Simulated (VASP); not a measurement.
## AlN (relaxed from the NiAs type structure, space group P6_3/mmc): computed properties

Method: r2SCAN meta-GGA, VASP's PBE PAW potentials (set 64) (plane waves; VASP).

For AlN, the space group is P6_3/mmc (194) and the cell is a = b = 2.830 Å, c = 4.837 Å, α = β = 90.00°, γ = 120.00°. The volume per atom is 8.39 Å³/atom and the band gap (over mesh and band path) is 5.71 eV. The smallest direct gap (over mesh and band path) comes out as 6.00 eV. The band-edge character is indirect, Γ to L-M at 0.40 and the density comes out as 4.06 g/cm³.

Space group P6₃/mmc (No. 194); a = 2.830 Å, b = 2.830 Å, c = 4.837 Å, α = 90.00°, β = 90.00°, γ = 120.00°

| atom | site | symmetry | x | y | z |
|---|---|---|---|---|---|
| Al | 2a | -3m. | 0.0000 | 0.0000 | 0.0000 |
| N | 2c | -6m2 | 0.3333 | 0.6667 | 0.2500 |

The path is coarsely sampled, so an indirect gap can come out somewhat too large.

The structure was generated: AlN was put into the NiAs type type (P6_3/mmc), which need not be its known phase. It was relaxed first. Symmetry was kept, so distortions that lower it aren't found.
